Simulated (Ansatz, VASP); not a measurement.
**P (black phosphorene bilayer, AB): VASP beside Ansatz**

Aim: how closely do two programs agree when they are given the same cell, functional and k mesh? The structure shown is the start of the Ansatz relaxation below; VASP solves that cell, so the two are compared at the walk's first step.

Method: plane waves, with VASP 6.6.1 beside it; single point at PBEsol with D3(BJ), in Ansatz 0.2.0.

## Step 1: The structure

The cell holds 8 atoms: 8 P. Cell: a = 4.620 Å, b = 3.300 Å, c = 39.160 Å, α = 90.0°, β = 90.0°, γ = 90.0°. Vacuum lies along c. The height across the vacuum is the one that the program set for its solve, not the one typed.

## Step 2: Ansatz: relaxation, PBEsol with D3(BJ)

Ansatz runs on its default PAW (the set named soft_2) files.

The two programs are compared at the cell with which this relaxation starts, whose forces are those of its first step.

input.yaml reads:

```yaml
crystal:
  lattice:
    - [4.62, 0.0, 0.0]
    - [0.0, 3.3, 0.0]
    - [0.0, 0.0, 25.68]
  atoms:
    - { symbol: P, position: [0.09, 0.0, 0.3504672897] }
    - { symbol: P, position: [0.41, 0.5, 0.3543613707] }
    - { symbol: P, position: [0.91, 0.0, 0.437694704] }
    - { symbol: P, position: [0.59, 0.5, 0.4338006231] }
    - { symbol: P, position: [0.09, 0.5, 0.562305296] }
    - { symbol: P, position: [0.41, 0.0, 0.5661993769] }
    - { symbol: P, position: [0.91, 0.5, 0.6495327103] }
    - { symbol: P, position: [0.59, 0.0, 0.6456386293] }
  periodic: [true, true, false]
kpoints:
  mp_grid: { grid: [8, 10, 1] }
hamiltonian:
  xc: pbesol
  dispersion: d3bj
scf:
  occupations: { method: fermi_dirac, width: 0.05 }
  convergence: { dr2_threshold: 1.0e-09 }
relax:
  f_tol: 0.004
  max_steps: 90
  cell: {}
output:
  write_potential: true
  write_density: true
  volumetric_format: npy
```

On the command line:

```console
ansatz run input.yaml --threads 2 --pin off --max-ram 3072MiB --backend cpu --events-out ev --progress --plain --runs-dir out
```

Numbers of over 12 decimals in the logs are rounded to 6 here.

The log of the run:

```text
Warning: crystal.periodic: the lattice vector that does not repeat stood 0.000° off the slab's normal, 25.680 Å along it as the deck builds it. The run solves the slab on a vector along the normal, 39.160 Å long, with every atom where it was (on the deck's vector they left 18.00 Å outside them, and the widest stretch free of ions among them is 3.20 Å). A fractional position that the run reports is one of the run's ce [...]
Warning: relax.cell: scf.convergence.dr2_threshold = 1e-9 eV is looser than the 2.55932515685e-10 eV advised for a relaxation that steers and ends on the stress (1e-10 eV for each atom of the cell: 8, times the square of relax.cell.stress_2d_tol = 0.05 N/m over 17.7 Å (the atoms' height at the walk's start and 5 Å past either face), 2.828e-2 GPa, over a crystal's default 0.05). What an SCF threshold leaves in a stress goes as its square root, and in the free energy as the threshold itself, and one threshold admits the most on a small cell: [figures from the program's tests cut] Set scf.convergence.dr2_threshold to 2.55932515685e-10 eV or tighter. [rest of the remark cut]
crystal.periodic: the lattice vector that does not repeat stood 0.000° off the slab's normal, 25.680 Å along it as the deck builds it. The run solves the slab on a vector along the normal, 39.160 Å long, with every atom where it was (on the deck's vector they left 18.00 Å outside them, and the widest stretch free of ions among them is 3.20 Å). A fractional position that the run reports is one of the run's cell, which [...]
Engine: ansatz 0.2.0, x86_64-unknown-linux-gnu
Pseudopotentials: kind: paw
Pseudopotential: P, paw, valence charge 5, recommended cutoff 420 eV (normal), P.paw.azcp
Functional definition: PBEsol
  exchange = pbesol_x
  correlation = pbesol_c
Crystal: 8 atoms, lattice volume = 597.033 Å³
Basis set: ecut = 420 eV, 11791 PW (Γ), exchange–correlation on 64×48×540 points (8 copies of the dense FFT grid, shifted against one another)
Bands: 28, of which v1, the nominal top of the filled ones, is band 20 counted from 1 (19 counted from 0)
Symmetry: 4 space group operations
[...]
SCF iter   4: F=—  HF=-5922.073690 eV  |F-HF|=—  |Δ(HF+E_count)|=   4.38e-6  Δρ=1.57e-5  dr2=6.07e-6  ethr=1.17e-7  ⟨swp⟩=1.8  Hψ=1039  notcnv=0
SCF iter   5: F=—  HF=-5922.073690 eV  |F-HF|=—  |Δ(HF+E_count)|=   5.94e-9  Δρ=3.49e-6  dr2=2.15e-7  ethr=1.52e-8  ⟨swp⟩=2.5  Hψ=1500  notcnv=0
SCF iter   6: F=—  HF=-5922.073717 eV  |F-HF|=—  |Δ(HF+E_count)|=   2.73e-5  Δρ=9.93e-7  dr2=5.13e-9  ethr=5.37e-10  ⟨swp⟩=3.4  Hψ=1817  notcnv=0
SCF iter   7: F=-5922.073717 eV  HF=-5922.073717 eV  |F-HF|=9.73e-10  |Δ(HF+E_count)|=   1.42e-9  Δρ=2.62e-7  dr2=5.97e-10  ethr=2.50e-12  ⟨swp⟩=12.9  Hψ=7709  notcnv=0
SCF 11 converged in 7 iterations: F = -5922.073717 eV  dr2 = 5.97e-10
  greatest PAW one-centre occupation: 0.808 electrons in one spin orbital (limit 2), on the P atom at site 4 (counted from 0), in its partial waves of l = 0
relax step  11: F+E_penalty+E_count = -5922.07371748 eV  Δ(F+E_penalty+E_count) = -1.570e-4 eV  max|allowed force component| = 7.401e-3 eV/Å  Δτ_max = 0.0077 Å  P = -0.024 N/m  Ω = 518.568 Å³  energy of the carried Pulay correction = +4.185e-3 eV  fix = [c, alpha, beta]  reactions: c -0.000 N/m; beta +0.000 N/m/rad  (7 SCF iters, accepted)
[...]
relax step  12: F+E_penalty+E_count = -5922.07373582 eV  Δ(F+E_penalty+E_count) = -1.834e-5 eV  max|allowed force component| = 3.145e-3 eV/Å  Δτ_max = 0.0051 Å  P = -0.009 N/m  Ω = 518.484 Å³  energy of the carried Pulay correction = +4.189e-3 eV  fix = [c, alpha, beta]  reactions: c -0.000 N/m; beta +0.000 N/m/rad  (7 SCF iters, accepted)
[...]
relax step  13: F+E_penalty+E_count = -5922.07202280 eV  Δ(F+E_penalty+E_count) = +1.713e-3 eV  max|allowed force component| = 2.850e-3 eV/Å  Δτ_max = 0.0000 Å  P = -0.025 N/m  Ω = 518.484 Å³  fix = [c, alpha, beta]  reactions: c +0.000 N/m; beta +0.000 N/m/rad  stress off target by 3.25e-2 N/m on what of the cell is left free  SCF on the basis re-selected at this cell (its energy is not comparable with the rows above)  (4 SCF iters)
basis re-selected at this cell: Δ(F+E_penalty+E_count) = +1.713e-3 eV, ΔP = -0.016 N/m vs the last step (what re-selecting the basis moved, of the pressure what is left beyond the Pulay correction that the steps carried, after the strain that the cell walked since its last selection, with what the two solves' SCF thresholds leave and, on support functions, any second-order correction that the steps lacked; it is no measure of the basis error at this ecutwfc). The dense FFT grid was sized anew with the basis: this SCF ran on 27×24×270 points, the steps before it on 32×24×270, so part of this shift can come from that change (see relax.cell in the input reference). [rest of the remark cut]
SCF converged after 4 iterations
Free energy (F): -5922.072023 eV
Harris-Foulkes:  -5922.072023 eV  (|F-HF|=7.77e-10)
Internal energy: -5922.066703 eV  (E = F + TS)
E sigma→0 (E₀):  -5922.069363 eV
Entropy (-TS):   -0.005319 eV (-0.665 meV/atom)
Fermi energy:    -4.372344 eV
--- Per-component energies (eV) ---
  E_band       = -448.732875
  E_kinetic    = 565.786386
  E_local      = -72745.065992  (includes V_loc(G=0)·N_el)
  E_nonlocal   = 272.836923
  E_hartree    = 36003.164005
  E_xc         = -489.436818
  E_vxc        = -487.426739  (∫ρ·V_xc dr)
  E_paw        = -4432.961953  (= ΣΔE_a)
  E_vpaw       = -61.186849  (= ΣTr[D̂ρ^β])
  E_aug_tail   = 0.000025  (compensation charges beyond the density's cutoff)
  E_ewald      = 34905.348553
  E_disp       = -2.106602  (pairwise vdW)
  E_core_change = 0.368769  (= ΣΔE_core)
  E_smearing   = -0.005319  (= −TS)
  E_closure    = 0.000000  (closes the sum)
  Σ components = -5922.072023   (vs F -5922.072023, Δ=0.00e0)
--- Forces (eV/Å), atoms counted from 1 ---
  atom   1  P     -0.00034411    -0.00000000    -0.00127144
  atom   2  P      0.00122703     0.00000000     0.00021752
  atom   3  P     -0.00284951     0.00000000     0.00152618
  atom   4  P      0.00019920    -0.00000000     0.00049862
  atom   5  P      0.00284951    -0.00000000    -0.00152618
  atom   6  P     -0.00019920     0.00000000    -0.00049862
  atom   7  P      0.00034411     0.00000000     0.00127144
  atom   8  P     -0.00122703    -0.00000000    -0.00021752
  max |Σ_I F_I| component: 5.42e-20 eV/Å
--- 2D stress c σ (N/m, compression-positive) ---
       -0.032476      -0.000000      -0.000000
       -0.000000      -0.016770      -0.000000
       -0.000000      -0.000000      -0.000000
  P = ½ c Tr σ = -0.0246 N/m
--- Band table (eV; the first three rows and the last of 30) ---
  k-point 0: bands = [... 16 lower, -7.0459, -6.6589, -5.2054, -4.7526, -4.0890, -3.9152, -3.3794, -3.3586, ... 4 higher]
  k-point 1: bands = [... 16 lower, -7.1266, -7.1057, -5.0924, -4.6391, -4.2618, -3.2593, -2.9911, -2.5493, ... 4 higher]
  k-point 2: bands = [... 16 lower, -6.9757, -6.8598, -5.1982, -4.9436, -4.3067, -3.1390, -2.7769, -2.5309, ... 4 higher]
  k-point 29: bands = [... 16 lower, -6.8193, -6.8193, -6.8134, -6.8134, -2.5045, -2.5045, -2.4993, -2.4993, ... 4 higher]
  the weakly bound empty levels are not read free of the cell's end (no_gap_told)
--- Relaxed structure (12 steps of the walk, 11 accepted, 1 SCFs on fresh bases) ---
  F+E_penalty+E_count = -5922.07202280 eV   max|allowed force component| = 2.850e-3 eV/Å   (the final SCF, on the basis selected at the relaxed cell)
  cell:  # Å, volume = 518.4844 Å³
    - [3.994888, 0.0, 0]
    - [0.0, 3.314274, 0.0]
    - [0, 0.0, 39.160000]
  atoms:
    - { symbol: P, position: [0.066177, 0.0, 0.237008] }
    - { symbol: P, position: [0.434727, 0.500000, 0.237019] }
    - { symbol: P, position: [0.936558, 0.0, 0.292795] }
    - { symbol: P, position: [0.564471, 0.500000, 0.292809] }
    - { symbol: P, position: [0.063442, 0.500000, 0.362976] }
    - { symbol: P, position: [0.435529, 0.0, 0.362962] }
    - { symbol: P, position: [0.933823, 0.500000, 0.418764] }
    - { symbol: P, position: [0.565273, 0.0, 0.418752] }
```

In the SCF lines HF is the Harris–Foulkes energy and dr2 the Hartree energy of the density residual, in eV; the loop may stop once dr2 is under the threshold and the program's other checks hold. Hψ counts applications of the Hamiltonian.

## Step 3: VASP: single point, PBEsol with D3(BJ), start cell

The same cell, functional, mesh and smearing now go to VASP, with its own data sets.

Lines of VASP's logs that name or quote its potential files are left out, and so is its time.

INCAR reads:

```
SYSTEM = P
PREC = Accurate
ENCUT = 400
EDIFF = 1E-06
NELM = 120
ISMEAR = -1
SIGMA = 0.05
LREAL = .FALSE.
ALGO = Normal
GGA = PS
IVDW = 12
NBANDS = 28
LORBIT = 11
LWAVE = .FALSE.
LCHARG = .FALSE.
ISIF = 2
LDIPOL = .TRUE.
IDIPOL = 3
DIPOL = 0.5 0.5 0.328
LVHAR = .TRUE.
LASPH = .TRUE.
GGA_COMPAT = .FALSE.
NELMDL = -8
KPAR = 2
```

POSCAR reads:

```
P
1.0
    4.6200000000      0.0000000000      0.0000000000
    0.0000000000      3.3000000000      0.0000000000
    0.0000000000      0.0000000000     39.1600000000
P
8
Direct
    0.0900000000      0.0000000000      0.2298263534
    0.4100000000      0.5000000000      0.2323799796
    0.9100000000      0.0000000000      0.2870275792
    0.5900000000      0.5000000000      0.2844739530
    0.0900000000      0.5000000000      0.3687436159
    0.4100000000      0.0000000000      0.3712972421
    0.9100000000      0.5000000000      0.4259448417
    0.5900000000      0.0000000000      0.4233912155
```

KPOINTS reads:

```
Automatic mesh
0
Gamma
8 10 1
0 0 0
```

PAW data sets: P (PBE family, release 64).

On the command line:

```console
mpirun -np 2 vasp_std
```

The log of the run:

```text
[banner, memory and clock lines left out]
running    2 mpi-ranks, on    1 nodes
 distrk:  each k-point on    1 cores,    2 groups
 distr:  one band on    1 cores,    1 groups

 POSCAR found type information on POSCAR P
 POSCAR found :  1 types and       8 ions
|                                                                             |
|               ----> ADVICE to this user running VASP <----                  |
|                                                                             |
|     You enforced a specific xc type in the INCAR file but a different       |
|     [... a line on the potential file left out ...]
|     I HOPE YOU KNOW WHAT YOU ARE DOING!                                     |
|                                                                             |

 LDA part: xc-table for (Slater+PW92), standard interpolation
 POSCAR, INCAR and KPOINTS ok, starting setup
 FFT: planning ... GRIDC
 FFT: planning ... GRID_SOFT
 FFT: planning ... GRID
 WAVECAR not read
 entering main loop
       N       E                     dE             d eps       ncg     rms          rms(c)
DAV:   1     0.265993206638E+03    0.26599E+03   -0.11232E+04  1680   0.827E+02
DAV:   2    -0.102892749886E+02   -0.27628E+03   -0.26638E+03  2552   0.182E+02
DAV:   3    -0.449471989841E+02   -0.34658E+02   -0.34458E+02  1992   0.708E+01
DAV:   4    -0.459836992358E+02   -0.10365E+01   -0.10322E+01  2432   0.153E+01
DAV:   5    -0.460067302398E+02   -0.23031E-01   -0.22999E-01  2624   0.203E+00
DAV:   6    -0.460071066893E+02   -0.37645E-03   -0.37637E-03  2472   0.253E-01
DAV:   7    -0.460071165188E+02   -0.98295E-05   -0.98288E-05  2592   0.351E-02
DAV:   8    -0.460071167813E+02   -0.26252E-06   -0.26275E-06  2024   0.499E-03    0.137E+01
DAV:   9    -0.457028555240E+02    0.30426E+00   -0.20226E-01  2028   0.195E+00    0.805E+00
DAV:  10    -0.455749287153E+02    0.12793E+00   -0.31442E-01  2092   0.239E+00    0.411E-01
DAV:  11    -0.455740111412E+02    0.91757E-03   -0.26164E-02  2000   0.807E-01    0.308E-01
DAV:  12    -0.455737682615E+02    0.24288E-03   -0.17859E-03  2428   0.200E-01    0.183E-01
DAV:  13    -0.455734414742E+02    0.32679E-03   -0.58936E-04  1916   0.105E-01    0.897E-02
DAV:  14    -0.455732711162E+02    0.17036E-03   -0.27403E-04  2172   0.706E-02    0.325E-02
[...]
DAV:  20    -0.455736607693E+02   -0.25089E-04   -0.10118E-06  1560   0.355E-03    0.380E-03
DAV:  21    -0.455737041114E+02   -0.43342E-04   -0.14020E-06  1544   0.391E-03    0.203E-03
DAV:  22    -0.455737177088E+02   -0.13597E-04   -0.17374E-07  1312   0.166E-03    0.130E-03
DAV:  23    -0.455737361518E+02   -0.18443E-04   -0.56908E-07  1416   0.209E-03    0.140E-03
DAV:  24    -0.455737393349E+02   -0.31831E-05   -0.46295E-08  1148   0.805E-04    0.334E-04
DAV:  25    -0.455737417448E+02   -0.24100E-05   -0.36542E-08  1040   0.593E-04    0.197E-04
DAV:  26    -0.455737446664E+02   -0.29215E-05   -0.80604E-08  1208   0.614E-04    0.307E-04
DAV:  27    -0.455737451283E+02   -0.46194E-06   -0.60907E-09   960   0.256E-04
   1 F= -.47295572E+02 E0= -.47295190E+02  d E =-.763925E-03
```

Parts of OUTCAR (step 3):

```text
ion  position               nearest neighbor table
   1  0.090  0.000  0.230-   2 2.22   2 2.22   3 2.39
   2  0.410  0.500  0.232-   4 2.20   1 2.22   1 2.22
   3  0.910  0.000  0.287-   4 2.22   4 2.22   1 2.39
   4  0.590  0.500  0.284-   2 2.20   3 2.22   3 2.22
   5  0.090  0.500  0.369-   6 2.22   6 2.22   7 2.39
   6  0.410  0.000  0.371-   8 2.20   5 2.22   5 2.22
   7  0.910  0.500  0.426-   8 2.22   8 2.22   5 2.39
   8  0.590  0.000  0.423-   6 2.20   7 2.22   7 2.22

  LATTYP: Found a simple orthorhombic cell.
 ALAT       =     3.3000000000
 B/A-ratio  =     1.4000000000
 C/A-ratio  =    11.8666666667

 Subroutine GETGRP returns: Found  4 space group operations
 (whereof  2 operations were pure point group operations)

The static configuration has the point symmetry C_1h.
 The point group associated with its full space group is C_2h.

 Found     30 irreducible k-points:

   k-points           NKPTS =     30   k-points in BZ     NKDIM =     30   number of bands    NBANDS=     28

   dimension x,y,z NGX =    30 NGY =   24 NGZ =  256
   dimension x,y,z NGXF=    60 NGYF=   48 NGZF=  512

   ENCUT  =  400.0 eV  29.40 Ry    5.42 a.u.   7.53  5.38 63.86*2*pi/ulx,y,z

   NELECT =      40.0000    total number of electrons

 k-points in reciprocal lattice and weights: Automatic mesh
   0.00000000  0.00000000  0.00000000       0.013
   0.12500000  0.00000000  0.00000000       0.025
   0.25000000  0.00000000  0.00000000       0.025
   0.37500000  0.00000000  0.00000000       0.025
   0.50000000  0.00000000  0.00000000       0.013
   0.00000000  0.10000000  0.00000000       0.025
   0.12500000  0.10000000  0.00000000       0.050
   0.25000000  0.10000000  0.00000000       0.050
   0.37500000  0.10000000  0.00000000       0.050
[...]
0.37500000  0.50000000  0.00000000       0.025
   0.50000000  0.50000000  0.00000000       0.013

 dipolmoment           0.000000      0.000000      0.000002 electrons x Angstroem

 average (electrostatic) potential at core
       1 -91.1409       2 -91.0271       3 -91.1730       4 -91.0582       5 -91.1730
       6 -91.0582       7 -91.1409       8 -91.0271

 E-fermi :  -1.7061

 k-point     1 :       0.0000    0.0000    0.0000
  band No.  band energies     occupation
    ...
     16      -4.0846      2.00000
     17      -3.9940      2.00000
     18      -3.7011      2.00000
     19      -2.5264      2.00000
     20      -1.8629      1.91678
     21      -1.5560      0.09473
     22      -1.2973      0.00056
     23      -0.7475      0.00000
     24      -0.6056      0.00000
     25       0.3385      0.00000
    ...

 k-point     2 :       0.1250    0.0000    0.0000
  band No.  band energies     occupation
    ...
     16      -4.0470      2.00000
     17      -3.9624      2.00000
     18      -3.4748      2.00000
     19      -3.0540      2.00000
     20      -2.4532      2.00000
     21      -1.0230      0.00000
     22      -0.7513      0.00000
     23      -0.6736      0.00000
     24      -0.5108      0.00000
     25       0.2054      0.00000
    ...

 k-point     3 :       0.2500    0.0000    0.0000
  band No.  band energies     occupation
    ...
     16      -4.2058      2.00000
     17      -4.1559      2.00000
     18      -3.3939      2.00000
     19      -3.0067      2.00000
     20      -2.7725      2.00000
     21      -0.6147      0.00000
     22      -0.3891      0.00000
     23      -0.2746      0.00000
     24      -0.1537      0.00000
     25      -0.1407      0.00000
    ...

 Edisp (eV)   -1.72183

  Total      -4.36531    -4.53616    -3.64774     0.00000     0.00000    -0.30463
  in kB     -11.71460   -12.17308    -9.78894     0.00000     0.00000    -0.81749
  external pressure =      -11.23 kB  Pullay stress =        0.00 kB

  energy-cutoff  :      400.00
  volume of cell :      597.03
      direct lattice vectors                 reciprocal lattice vectors
     4.620000000  0.000000000  0.000000000     0.216450216  0.000000000  0.000000000
     0.000000000  3.300000000  0.000000000     0.000000000  0.303030303  0.000000000
     0.000000000  0.000000000 39.160000000     0.000000000  0.000000000  0.025536261

 POSITION                                       TOTAL-FORCE (eV/Angst)
 -----------------------------------------------------------------------------------
      0.41580      0.00000      9.00000         0.004632      0.000000      1.174834
      1.89420      1.65000      9.10000         0.085218      0.000000     -0.652176
      4.20420      0.00000     11.24000         0.058885      0.000000     -1.009116
      2.72580      1.65000     11.14000        -0.163999      0.000000      0.799157
      0.41580      1.65000     14.44000        -0.058885      0.000000      1.009116
      1.89420      0.00000     14.54000         0.163999      0.000000     -0.799157
      4.20420      1.65000     16.68000        -0.004632      0.000000     -1.174834
      2.72580      0.00000     16.58000        -0.085218      0.000000      0.652176
 -----------------------------------------------------------------------------------
    total drift:                               -0.000003      0.000000      0.000014

  FREE ENERGIE OF THE ION-ELECTRON SYSTEM (eV)
  ---------------------------------------------------
  free  energy   TOTEN  =       -47.2955717839 eV

  energy  without entropy=      -47.2948078592  energy(sigma->0) =      -47.29518982

 vacuum level on the upper side and lower side of the slab         2.819         2.819

 total charge
# of ion       s       p       d       tot
------------------------------------------
    1        1.088   1.336   0.000   2.424
    2        1.067   1.397   0.000   2.464
    3        1.089   1.332   0.000   2.420
    4        1.068   1.393   0.000   2.460
    5        1.089   1.332   0.000   2.420
    6        1.068   1.393   0.000   2.460
    7        1.088   1.336   0.000   2.424
    8        1.067   1.397   0.000   2.464
--------------------------------------------------
tot          8.623  10.915   0.000  19.538

[... 3 further parts left out ...]
```

## Step 4: Differences

Known differences besides the potentials themselves: Ansatz cuts the interaction across the vacuum, VASP repeats the sheet with a dipole correction; the cutoff is 420 eV in Ansatz and 400 eV in VASP; Ansatz makes its cores anew for this functional, VASP keeps those of its PBE data sets. Total energies have different zeros and are not compared.

Forces (eV/Å; atoms numbered as in POSCAR):

```csv
atom,"Ansatz x, y, z","VASP x, y, z"
P1,"-0.010, 0.000, 1.158","0.005, 0.000, 1.175"
P2,"0.094, 0.000, -0.663","0.085, 0.000, -0.652"
P3,"0.075, 0.000, -0.991","0.059, 0.000, -1.009"
P4,"-0.174, 0.000, 0.812","-0.164, 0.000, 0.799"
P5,"-0.075, 0.000, 0.991","-0.059, 0.000, 1.009"
P6,"0.174, 0.000, -0.812","0.164, 0.000, -0.799"
P7,"0.010, 0.000, -1.158","-0.005, 0.000, -1.175"
P8,"-0.094, 0.000, 0.663","-0.085, 0.000, 0.652"
```

The forces differ by 11 meV/Å r.m.s., which is 2.1 % of the r.m.s. force of 0.540 eV/Å (both taken over all components). With vacuum in the cell, a pressure given here is an average over mostly empty space and none of the material.

## Step 5: What came out

```json
{
 "r.m.s. force difference (single point, PBEsol with D3(BJ), start cell)": "2.1 % of the r.m.s. force"
}
```

**Reading.** The r.m.s. force difference is 2.1 % of the r.m.s. force (single point, PBEsol with D3(BJ), start cell), within the 3 % picked in this series as the mark of a large difference. How closely two codes agree says nothing of how well the functional describes the real material.

[Lines on the potential files, build, host, timing and source positions are cut from VASP's logs without a mark.]

[Logs are printed without paths, hosts, clocks, repeated set-up lines and the standing remarks that a program may print on its own settings, such as how far it seeks lower states.]

[Hosts, paths, dates, database ids (printed as entryN), source tags and the programs' standing remarks are cut or masked in the printed files.]
